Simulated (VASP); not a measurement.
All values below come from PBE GGA, VASP's PBE PAW potentials (set 64) (plane waves; VASP).

Input for VASP

**INCAR**
```
SYSTEM=CdS
PREC=Accurate; ENCUT=400; LREAL=.False.
LASPH=.True.
EDIFF=1E-6; NELM=100; ALGO=Normal
LMAXMIX=4
ISMEAR=0; SIGMA=0.05
GGA=PE
ISIF=2
LWAVE=.False.; LCHARG=.False.
```

KPOINTS:
```
Automatic
0
G
 5 5 3
0 0 0
```

File POSCAR:
```
CdS
6.85440
  0.3080357143  -0.5335334967   0.0000000000
  0.3080357143   0.5335334967   0.0000000000
  0.0000000000   0.0000000000   1.0000000000
Cd S
2 2
Cartesian
  0.3080357143  -0.1778448546   0.5000000000
  0.3080357143   0.1778448546   0.0000000000
  0.3080357143  -0.1778448546   0.8770000000
  0.3080357143   0.1778448546   0.3770000000
```

POTCAR, in this order: Cd S (PBE.64 set). Program: vasp_std.

Output of the run:

### OSZICAR
```
       N       E                     dE             d eps       ncg     rms          rms(c)
DAV:   1     0.215513117381E+03    0.21551E+03   -0.15426E+04   440   0.121E+03
DAV:   2    -0.169295524024E+01   -0.21721E+03   -0.21267E+03   500   0.331E+02
DAV:   3    -0.132697012136E+02   -0.11577E+02   -0.11529E+02   506   0.772E+01
DAV:   4    -0.133988651490E+02   -0.12916E+00   -0.12911E+00   518   0.793E+00
DAV:   5    -0.134012309186E+02   -0.23658E-02   -0.23657E-02   542   0.104E+00    0.104E+01
DAV:   6    -0.123050162764E+02    0.10962E+01   -0.26604E+00   578   0.161E+01    0.831E+00
DAV:   7    -0.122871340360E+02    0.17882E-01   -0.75688E-01   512   0.505E+00    0.398E+00
DAV:   8    -0.122856324017E+02    0.15016E-02   -0.10157E-01   496   0.337E+00    0.488E-01
DAV:   9    -0.122835321108E+02    0.21003E-02   -0.20252E-02   550   0.178E+00    0.144E-01
DAV:  10    -0.122838364125E+02   -0.30430E-03   -0.15031E-03   506   0.388E-01    0.115E-01
DAV:  11    -0.122840097539E+02   -0.17334E-03   -0.33143E-04   508   0.136E-01    0.922E-02
DAV:  12    -0.122840089850E+02    0.76889E-06   -0.23019E-04   536   0.115E-01    0.897E-03
DAV:  13    -0.122840101421E+02   -0.11571E-05   -0.16153E-05   524   0.303E-02    0.722E-03
DAV:  14    -0.122840112692E+02   -0.11271E-05   -0.13145E-06   414   0.621E-03    0.623E-03
DAV:  15    -0.122840107523E+02    0.51689E-06   -0.10270E-06   360   0.867E-03
   1 F= -.12284011E+02 E0= -.12284011E+02  d E =-.140070E-13
```

### OUTCAR
```
------------------------ aborting loop because EDIFF is reached ----------------------------------------
  FORCE on cell =-STRESS in cart. coord.  units (eV):
  Direction    XX          YY          ZZ          XY          YZ          ZX
  --------------------------------------------------------------------------------------
  Total       -0.6421435     -0.6421434     -0.5789657      0.0000000      0.0000000      0.0000000
  in kB       -9.7194468     -9.7194464     -8.7631912      0.0000000      0.0000000      0.0000000
  external PRESSURE =      -9.4006948 kB  Pullay stress =       0.0000000 kB
  volume of cell :      105.85
      direct lattice vectors                 reciprocal lattice vectors
     2.111400000 -3.657052000  0.000000000     0.236809700 -0.136722147  0.000000000
     2.111400000  3.657052000  0.000000000     0.236809700  0.136722147  0.000000000
     0.000000000  0.000000000  6.854400000     0.000000000  0.000000000  0.145891690
  FREE ENERGIE OF THE ION-ELECTRON SYSTEM (eV)
  ---------------------------------------------------
  free  energy   TOTEN  =       -12.2840107523 eV

  energy  without entropy=      -12.2840107523  energy(sigma->0) =      -12.28401075
```
(Selected blocks of OUTCAR.)

The compound is CdS in the wurtzite structure. The cell was not relaxed at this level.
